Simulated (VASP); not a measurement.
# Hg3Pt (Pm-3m) in VASP: further runs, part 2 of 2

VASP 6.6.1.

## (4) Single point, PBE

Input file INCAR:

```
SYSTEM = Hg3Pt
PREC = Accurate
ENCUT = 520
EDIFF = 1E-7
ISMEAR = -1
SIGMA = 0.15
LREAL = .False.
LASPH = .True.
NELM = 100
ALGO = Normal
ISIF = 2
LWAVE = .False.
LCHARG = .True.
GGA = PE
LELF = .True.
LVHAR = .True.
NBANDS = 31
```

Input file KPOINTS:

```
Automatic mesh
0
Gamma
  3 3 3
  0 0 0
```

Input file POSCAR:

```
Hg3Pt
1.0
    4.3442200000      0.0000000000      0.0000000000
    0.0000000000      4.3442200000      0.0000000000
    0.0000000000      0.0000000000      4.3442200000
Hg Pt
3 1
Direct
    0.0000000000      0.5000000000      0.5000000000
    0.5000000000      0.0000000000      0.5000000000
    0.5000000000      0.5000000000      0.0000000000
    0.0000000000      0.0000000000      0.0000000000
```

Potentials or basis: VASP PAW PBE potentials, release 64 (Hg, Pt).

Command:

```
cat potpaw_PBE.64/Hg/POTCAR potpaw_PBE.64/Pt/POTCAR > POTCAR
mpirun -np 1 vasp_std > vasp.out
```

OUTCAR:

```text
SYSTEM = Hg3Pt
   PREC = Accurate
   ENCUT = 520
   EDIFF = 1E-7
   ISMEAR = -1
   LREAL = .False.
   LASPH = .True.
   NELM = 100
   ISIF = 2
   GGA = PE

 ion  position               nearest neighbor table
   1  0.000  0.500  0.500-   2 3.07   3 3.07   4 3.07   3 3.07   4 3.07   2 3.07   4 3.07   4 3.07
                             2 3.07   3 3.07   3 3.07   2 3.07
   2  0.500  0.000  0.500-   1 3.07   3 3.07   4 3.07   3 3.07   4 3.07   1 3.07   3 3.07   3 3.07
                             1 3.07   4 3.07   4 3.07   1 3.07
   3  0.500  0.500  0.000-   1 3.07   2 3.07   4 3.07   1 3.07   2 3.07   2 3.07   4 3.07   2 3.07
                             1 3.07   4 3.07   1 3.07   4 3.07
   4  0.000  0.000  0.000-   1 3.07   2 3.07   3 3.07   1 3.07   2 3.07   1 3.07   3 3.07   1 3.07
                             2 3.07   3 3.07   2 3.07   3 3.07

  LATTYP: Found a simple cubic cell.
 ALAT       =     4.3442200000

  Lattice vectors:

 A1 = (   4.3442200000,   0.0000000000,   0.0000000000)
 A2 = (   0.0000000000,   4.3442200000,   0.0000000000)
 A3 = (   0.0000000000,   0.0000000000,   4.3442200000)

Analysis of symmetry for initial positions (statically):
[... 156 lines left out ...]
 E-fermi :   4.5026     XC(G=0): -11.6774

 val. band max:        4.1516441849   @ k =   0.3333   0.3333   0.3333
 cond. band min:       4.5705564631   @ k =   0.0000   0.0000   0.0000
 fundamental gap:      0.4189122782
 Fermi energy:         4.5026299426

 k-point     1 :       0.0000    0.0000    0.0000
  band No.  band energies     occupation
      1      -5.1405      2.00000
      2      -3.9963      2.00000
      3      -3.7351      2.00000
      4      -3.7351      2.00000
      5      -3.7351      2.00000
      6      -3.4771      2.00000
[... 125 lines left out ...]
     30      14.9714      0.00000
     31      15.7543      0.00000

------------------------ aborting loop because EDIFF is reached ----------------------------------------

  FORCE on cell =-STRESS in cart. coord.  units (eV):
  Direction    XX          YY          ZZ          XY          YZ          ZX
  --------------------------------------------------------------------------------------
  -------------------------------------------------------------------------------------
  Total       -0.3492079     -0.3492079     -0.3492079      0.0000000      0.0000000     -0.0000000
  in kB       -6.8243172     -6.8243172     -6.8243172      0.0000000      0.0000000     -0.0000000
  external PRESSURE =      -6.8243172 kB  Pullay stress =       0.0000000 kB

 VOLUME and BASIS-vectors are now :
 -----------------------------------------------------------------------------
  energy-cutoff  :      520.00
  volume of cell :       81.99
      direct lattice vectors                 reciprocal lattice vectors
     4.344220000  0.000000000  0.000000000     0.230190920  0.000000000  0.000000000
     0.000000000  4.344220000  0.000000000     0.000000000  0.230190920  0.000000000
     0.000000000  0.000000000  4.344220000     0.000000000  0.000000000  0.230190920

 POSITION                                       TOTAL-FORCE (eV/Angst)
 -----------------------------------------------------------------------------------
      0.00000      2.17211      2.17211         0.000000      0.000000      0.000000
      2.17211      0.00000      2.17211         0.000000      0.000000      0.000000
      2.17211      2.17211      0.00000         0.000000      0.000000      0.000000
      0.00000      0.00000      0.00000         0.000000      0.000000      0.000000
 -----------------------------------------------------------------------------------
    total drift:                                0.000000     -0.000000     -0.000000

  FREE ENERGIE OF THE ION-ELECTRON SYSTEM (eV)
  ---------------------------------------------------
  free  energy   TOTEN  =        -5.9427174598 eV

  energy  without entropy=       -5.8350718101  energy(sigma->0) =       -5.88889463
```

OSZICAR:

```text
N       E                     dE             d eps       ncg     rms          rms(c)
DAV:   1     0.396978778396E+03    0.39698E+03   -0.23432E+04   248   0.147E+03
DAV:   2     0.577619629130E+01   -0.39120E+03   -0.36537E+03   255   0.382E+02
DAV:   3    -0.648245346771E+01   -0.12259E+02   -0.12137E+02   290   0.764E+01
DAV:   4    -0.654134183124E+01   -0.58888E-01   -0.58868E-01   290   0.480E+00
DAV:   5    -0.654178991170E+01   -0.44808E-03   -0.44807E-03   269   0.444E-01    0.112E+01
DAV:   6    -0.605471296199E+01    0.48708E+00   -0.19939E+00   277   0.131E+01    0.957E+00
DAV:   7    -0.597427270701E+01    0.80440E-01   -0.63214E-01   255   0.424E+00    0.541E+00
DAV:   8    -0.594486735545E+01    0.29405E-01   -0.13210E-01   255   0.282E+00    0.135E+00
DAV:   9    -0.594279332102E+01    0.20740E-02   -0.18754E-02   276   0.137E+00    0.244E-01
DAV:  10    -0.594266869385E+01    0.12463E-03   -0.42774E-04   262   0.126E-01    0.111E-01
DAV:  11    -0.594271767196E+01   -0.48978E-04   -0.84112E-05   290   0.645E-02    0.130E-02
DAV:  12    -0.594271678800E+01    0.88396E-06   -0.73050E-06   262   0.195E-02    0.947E-03
DAV:  13    -0.594271762351E+01   -0.83551E-06   -0.19698E-06   276   0.101E-02    0.351E-03
DAV:  14    -0.594271750979E+01    0.11373E-06   -0.13912E-07   145   0.299E-03    0.103E-03
DAV:  15    -0.594271745979E+01    0.49999E-07   -0.40217E-08   124   0.917E-04
   1 F= -.59427175E+01 E0= -.58888946E+01  d E =-.107646E+00
```

Run time: 9.5 s. Hardware: 1 thread of Intel Xeon Platinum 8375C at 2.90GHz (Ice Lake), shared host; peak memory 0.17 GiB.

Results:

```yaml
Free_energy: -5.9427 eV
Pressure: -0.7 GPa
Band_gap_on_the_k_mesh: none (metal or under the smearing width)
```

Caveat: the k mesh is coarse (spacing up to 0.48 Å⁻¹), so the values aren't converged.

## (5) Single point, PBE

Input file INCAR:

```
  ALGO = Normal
  EDIFF = 1E-7
  ENCUT = 520
  GGA = PE
  ISIF = 2
  ISMEAR = -1
  LASPH = True
  LCHARG = True
  LELF = True
  LREAL = False
  LVHAR = True
  LWAVE = False
  NBANDS = 31
  NELM = 100
  PREC = Accurate
  SIGMA = 0.15
```

Input file KPOINTS:

```
k-points
0
Gamma
  2 2 2
```

POSCAR is that of step 4.

Command:

```
cat potpaw_PBE.64/Hg/POTCAR potpaw_PBE.64/Pt/POTCAR > POTCAR
mpirun -np 1 vasp_std > vasp.out
```

It took 8.7 s on 1 thread of Intel Xeon Platinum 8375C at 2.90GHz (Ice Lake), shared host; peak memory 0.17 GiB.

Results (log left out):

```yaml
Free_energy: -6.3227 eV
Pressure: -4.2 GPa
Band_gap_on_the_k_mesh: none (metal or under the smearing width)
```

Levels at points of the mesh, in eV from the Fermi level:
```tsv
k point	band 21	band 22	band 23	band 24	band 25	band 26
(0.00, 0.00, 0.00)	-1.27	0.06	0.06	0.06	2.23	2.23
(0.50, 0.00, 0.00)	-1.67	-1.32	1.09	2.87	4.08	4.08
(0.50, 0.50, 0.00)	-2.13	-1.64	-0.84	-0.37	5.16	5.73
(0.50, 0.50, 0.50)	-1.33	-1.32	-1.32	-1.32	0.70	0.70
```

Caveat: the k mesh is coarse (spacing up to 0.72 Å⁻¹), so the values aren't converged. Spin-orbit coupling is left out, which matters for the levels of Hg, Pt.

## (6) Overview

| k mesh | gap on the mesh (eV) | pressure (GPa) |
| --- | --- | --- |
| 3 × 3 × 3 | none | -0.7 |
| 4 × 4 × 4 | none | 0.0 |
| 2 × 2 × 2 | none | -4.2 |

Alike in all rows: task single point; level PBE; potentials or basis VASP PAW PBE potentials, release 64 (Hg, Pt); no spin polarisation; cell as given; cutoff (eV) 520; smearing fermi-dirac 0.15 eV; the mesh is coarse, so values aren't converged.

Caveats: all runs use coarse meshes.

Absolute energies hang on the potentials; compare differences alone.
